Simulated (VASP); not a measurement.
Computed with rev-vdW-DF2, VASP's PBE PAW potentials (set 64) (plane waves; VASP).

VASP input:

File KPOINTS:
```
kpoints
0
Gamma
 4 4 4
```

INCAR:
```
# general
SYSTEM    =  CsPbBr3
PREC      =  Accurate
ENCUT     =  520
LREAL     =  .FALSE.
LASPH     =  .TRUE.

# electronic loop
EDIFF     =  1E-6
NELM      =  100
ALGO      =  Normal
LMAXMIX   =  4

# smearing
ISMEAR    =  0
SIGMA     =  0.05

# functional
GGA       =  MK
LUSE_VDW  =  .TRUE.
AGGAC     =  0.0
PARAM1    =  0.1234568
PARAM2    =  0.7114
ZAB_VDW   =  -1.8867

# ions
IBRION    =  2
NSW       =  60
ISIF      =  3
EDIFFG    =  -0.02

# output
LWAVE     =  .FALSE.
LCHARG    =  .FALSE.
```

**POSCAR**
```
CsPbBr3
1
    5.8473348042     0.0000000000    -0.0000000000
   -0.0000000000     5.8473348042    -0.0000000000
    0.0000000000     0.0000000000     5.8473348042
Cs Pb Br
1 1 3
Direct
  0.0000000000   0.0000000000   0.0000000000
  0.5000000000   0.5000000000   0.5000000000
  0.5000000000   0.0000000000   0.5000000000
  0.0000000000   0.5000000000   0.5000000000
  0.5000000000   0.5000000000   0.0000000000
```

POTCAR, in this order: Cs_sv Pb_d Br (PBE.64 set). Program: vasp_std.

Output

OSZICAR:
```
       N       E                     dE             d eps       ncg     rms          rms(c)
DAV:   1     0.415260013438E+03    0.41526E+03   -0.18730E+04   520   0.151E+03
DAV:   2     0.420442840625E+02   -0.37322E+03   -0.36356E+03   636   0.334E+02
DAV:   3    -0.447243673572E+01   -0.46517E+02   -0.45907E+02   622   0.129E+02
DAV:   4    -0.637182191935E+01   -0.18994E+01   -0.18897E+01   656   0.328E+01
DAV:   5    -0.642817027451E+01   -0.56348E-01   -0.56282E-01   662   0.468E+00    0.418E+00
DAV:   6    -0.589861345496E+01    0.52956E+00   -0.10124E+00   750   0.101E+01    0.239E+00
DAV:   7    -0.584895843100E+01    0.49655E-01   -0.50770E-01   776   0.415E+00    0.940E-01
DAV:   8    -0.585311265127E+01   -0.41542E-02   -0.60348E-02   694   0.211E+00    0.189E-01
DAV:   9    -0.585222328261E+01    0.88937E-03   -0.10266E-02   722   0.814E-01    0.949E-02
DAV:  10    -0.585238620450E+01   -0.16292E-03   -0.93466E-04   626   0.197E-01    0.339E-02
DAV:  11    -0.585242014107E+01   -0.33937E-04   -0.90761E-05   656   0.826E-02    0.729E-03
DAV:  12    -0.585242034415E+01   -0.20308E-06   -0.12614E-05   722   0.430E-02    0.324E-03
DAV:  13    -0.585242024918E+01    0.94971E-07   -0.89443E-07   432   0.942E-03
   1 F= -.58524202E+01 E0= -.58524202E+01  d E =-.585242E+01
       N       E                     dE             d eps       ncg     rms          rms(c)
DAV:   1    -0.619552066457E+01   -0.34310E+00   -0.89073E+00   696   0.326E+01    0.287E+00
DAV:   2    -0.592308748707E+01    0.27243E+00   -0.54613E-01   644   0.743E+00    0.107E+00
DAV:   3    -0.587249847505E+01    0.50589E-01   -0.21600E-01   662   0.442E+00    0.343E-01
DAV:   4    -0.587200214322E+01    0.49633E-03   -0.40247E-03   610   0.425E-01    0.221E-01
DAV:   5    -0.587171246214E+01    0.28968E-03   -0.12134E-03   610   0.324E-01    0.493E-02
DAV:   6    -0.587170473835E+01    0.77238E-05   -0.13896E-04   608   0.126E-01    0.103E-02
DAV:   7    -0.587170403623E+01    0.70211E-06   -0.12169E-05   728   0.304E-02    0.431E-03
DAV:   8    -0.587170483764E+01   -0.80141E-06   -0.61172E-07   370   0.600E-03
   2 F= -.58717048E+01 E0= -.58717048E+01  d E =-.192846E-01
       N       E                     dE             d eps       ncg     rms          rms(c)
DAV:   1    -0.588359227274E+01   -0.11888E-01   -0.30799E-01   684   0.586E+00    0.542E-01
DAV:   2    -0.587399097801E+01    0.96013E-02   -0.19339E-02   670   0.141E+00    0.200E-01
DAV:   3    -0.587224118320E+01    0.17498E-02   -0.72606E-03   670   0.812E-01    0.600E-02
DAV:   4    -0.587221785216E+01    0.23331E-04   -0.14094E-04   642   0.797E-02    0.363E-02
DAV:   5    -0.587220619330E+01    0.11659E-04   -0.35639E-05   624   0.560E-02    0.841E-03
DAV:   6    -0.587220565286E+01    0.54044E-06   -0.36480E-06   510   0.210E-02
   3 F= -.58722057E+01 E0= -.58722057E+01  d E =-.197854E-01
```

File OUTCAR:
```
------------------------ aborting loop because EDIFF is reached ----------------------------------------
  FORCE on cell =-STRESS in cart. coord.  units (eV):
  Direction    XX          YY          ZZ          XY          YZ          ZX
  --------------------------------------------------------------------------------------
  Total        0.0121108      0.0121108      0.0121108      0.0000000      0.0000000      0.0000000
  in kB        0.0935285      0.0935285      0.0935285      0.0000000      0.0000000      0.0000000
  external PRESSURE =       0.0935285 kB  Pullay stress =       0.0000000 kB
  volume of cell :      207.46
      direct lattice vectors                 reciprocal lattice vectors
     5.919885708 -0.000000000 -0.000000000     0.168922180 -0.000000000 -0.000000000
     0.000000000  5.919885708 -0.000000000     0.000000000  0.168922180  0.000000000
     0.000000000 -0.000000000  5.919885708     0.000000000  0.000000000  0.168922180
 POSITION                                       TOTAL-FORCE (eV/Angst)
 -----------------------------------------------------------------------------------
      0.00000      0.00000      0.00000         0.000000      0.000000      0.000000
      2.95994      2.95994      2.95994        -0.000000     -0.000000      0.000000
      2.95994     -0.00000      2.95994         0.000000      0.000000      0.000000
      0.00000      2.95994      2.95994         0.000000      0.000000      0.000000
      2.95994      2.95994     -0.00000         0.000000      0.000000      0.000000
 -----------------------------------------------------------------------------------
    total drift:                                0.000000     -0.000000     -0.000000
  FREE ENERGIE OF THE ION-ELECTRON SYSTEM (eV)
  ---------------------------------------------------
  free  energy   TOTEN  =        -5.8722056529 eV

  energy  without entropy=       -5.8722056529  energy(sigma->0) =       -5.87220565

 reached required accuracy - stopping structural energy minimisation
```
(Selected blocks of OUTCAR.)

File CONTCAR:
```
CsPbBr3
   1.00000000000000
     5.9198857076213400   -0.0000000000000000   -0.0000000000000000
     0.0000000000000000    5.9198857076213400   -0.0000000000000000
     0.0000000000000000   -0.0000000000000000    5.9198857076213400
  Cs              Pb              Br
     1     1     3
Direct
     0.0000000000000000    0.0000000000000000    0.0000000000000000
     0.5000000000000000    0.5000000000000000    0.5000000000000000
     0.5000000000000000    0.0000000000000000    0.5000000000000000
     0.0000000000000000    0.5000000000000000    0.5000000000000000
     0.5000000000000000    0.5000000000000000    0.0000000000000000
```

Energy and stress use the plane-wave basis of the starting cell.

The compound is CsPbBr3 in the cubic perovskite structure, the ideal cubic form; the compound distorts at low or room temperature. This run relaxes it. Symmetry was kept, so distortions that lower it aren't found.
